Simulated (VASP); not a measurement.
Here is the system:

```
CELL_PARAMETERS angstrom
      0.00000     2.03029     2.03029
      2.03029     0.00000     2.03029
      2.03029     2.03029     0.00000
ATOMIC_POSITIONS crystal
  Li 0.00000 0.00000 0.00000
  H  0.50000 0.50000 0.50000
```

Computed with SCAN meta-GGA, VASP's PBE PAW potentials (set 64) (plane waves; VASP 6.6.1). Settings: 520 eV cut-off, 11×11×11 Γ-centred mesh, Gaussian smearing of 0.050 eV, potentials Li_sv H.

**Question.** What does the run give for the energy per atom (σ→0), pressure?

**Answer.** 
```json
{
 "energy per atom (σ→0)": "-3.423 eV/atom",
 "pressure": "-2.18 GPa"
}
```

Only differences to runs with the same potentials and settings are physical.

The compound is LiH in the rock salt structure. This cell is one point of a volume scan, at 1.06 of the reference volume.
